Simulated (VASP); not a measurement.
These are PBEsol GGA, VASP's PBE PAW potentials (set 64) (plane waves; VASP) values and carry that method's errors.

A VASP calculation is set up with these files.

### POSCAR
```
BaLiF3
1
    3.9721025115    -0.0000000000    -0.0000000000
    0.0000000000     3.9721025115     0.0000000000
    0.0000000000    -0.0000000000     3.9721025115
Ba Li F
1 1 3
Direct
  0.0000000000   0.0000000000   0.0000000000
  0.5000000000   0.5000000000   0.5000000000
  0.0000000000   0.5000000000   0.5000000000
  0.5000000000   0.0000000000   0.5000000000
  0.5000000000   0.5000000000   0.0000000000
```

### INCAR
```
# general
SYSTEM  = BaLiF3
PREC    = Accurate
ENCUT   = 520
LREAL   = F
LASPH   = T

# electronic loop
EDIFF   = 1E-6
NELM    = 100
ALGO    = Normal
LMAXMIX = 4

# smearing
ISMEAR  = 0
SIGMA   = 0.05

# functional
GGA     = PS

# ions
IBRION  = 2
NSW     = 60
ISIF    = 3
EDIFFG  = -0.02

# output
LWAVE   = F
LCHARG  = F
```

**KPOINTS**
```
Regular mesh
0
G
  5 5 5
0 0 0
```

POTCAR, in this order: Ba_sv Li_sv F (PBE.64 set). Program: vasp_std.

What VASP printed:

**OSZICAR**
```
       N       E                     dE             d eps       ncg     rms          rms(c)
DAV:   1     0.242382286128E+03    0.24238E+03   -0.18919E+04   420   0.163E+03
DAV:   2    -0.156698839325E+02   -0.25805E+03   -0.25241E+03   549   0.369E+02
DAV:   3    -0.284620419245E+02   -0.12792E+02   -0.12764E+02   597   0.792E+01
DAV:   4    -0.293139256448E+02   -0.85188E+00   -0.85116E+00   697   0.127E+01
DAV:   5    -0.293232423015E+02   -0.93167E-02   -0.93166E-02   536   0.123E+00    0.842E+00
DAV:   6    -0.275555121099E+02    0.17677E+01   -0.74863E+00   445   0.222E+01    0.424E+00
DAV:   7    -0.275324152589E+02    0.23097E-01   -0.55422E-01   567   0.480E+00    0.221E+00
DAV:   8    -0.275098875040E+02    0.22528E-01   -0.97467E-02   475   0.289E+00    0.389E-01
DAV:   9    -0.275087843538E+02    0.11032E-02   -0.23822E-02   539   0.109E+00    0.136E-01
DAV:  10    -0.275088903454E+02   -0.10599E-03   -0.32670E-03   480   0.444E-01    0.407E-02
DAV:  11    -0.275088713590E+02    0.18986E-04   -0.21848E-04   590   0.106E-01    0.147E-02
DAV:  12    -0.275088739429E+02   -0.25839E-05   -0.13393E-05   519   0.261E-02    0.254E-03
DAV:  13    -0.275088740684E+02   -0.12546E-06   -0.12988E-06   364   0.859E-03
   1 F= -.27508874E+02 E0= -.27508874E+02  d E =-.275089E+02
```

File OUTCAR:
```
------------------------ aborting loop because EDIFF is reached ----------------------------------------
  FORCE on cell =-STRESS in cart. coord.  units (eV):
  Direction    XX          YY          ZZ          XY          YZ          ZX
  --------------------------------------------------------------------------------------
  Total        0.0404000      0.0404000      0.0404000      0.0000000      0.0000000     -0.0000000
  in kB        1.0328340      1.0328340      1.0328340      0.0000000      0.0000000     -0.0000000
  external PRESSURE =       1.0328340 kB  Pullay stress =       0.0000000 kB
  volume of cell :       62.67
      direct lattice vectors                 reciprocal lattice vectors
     3.972102512  0.000000000  0.000000000     0.251755839  0.000000000  0.000000000
     0.000000000  3.972102512  0.000000000     0.000000000  0.251755839  0.000000000
     0.000000000  0.000000000  3.972102512     0.000000000  0.000000000  0.251755839
 POSITION                                       TOTAL-FORCE (eV/Angst)
 -----------------------------------------------------------------------------------
      0.00000      0.00000      0.00000         0.000000      0.000000      0.000000
      1.98605      1.98605      1.98605         0.000000      0.000000      0.000000
      0.00000      1.98605      1.98605         0.000000      0.000000      0.000000
      1.98605      0.00000      1.98605         0.000000      0.000000      0.000000
      1.98605      1.98605      0.00000         0.000000      0.000000      0.000000
 -----------------------------------------------------------------------------------
    total drift:                                0.000000      0.000000     -0.000000
  FREE ENERGIE OF THE ION-ELECTRON SYSTEM (eV)
  ---------------------------------------------------
  free  energy   TOTEN  =       -27.5088740684 eV

  energy  without entropy=      -27.5088740684  energy(sigma->0) =      -27.50887407

 reached required accuracy - stopping structural energy minimisation
```
(Selected blocks of OUTCAR.)

The structure comes from a computed database's BaLiF3 entry (Pm-3m); how it stands against other phases isn't given here. It was relaxed first. The start is the result of an earlier pass.
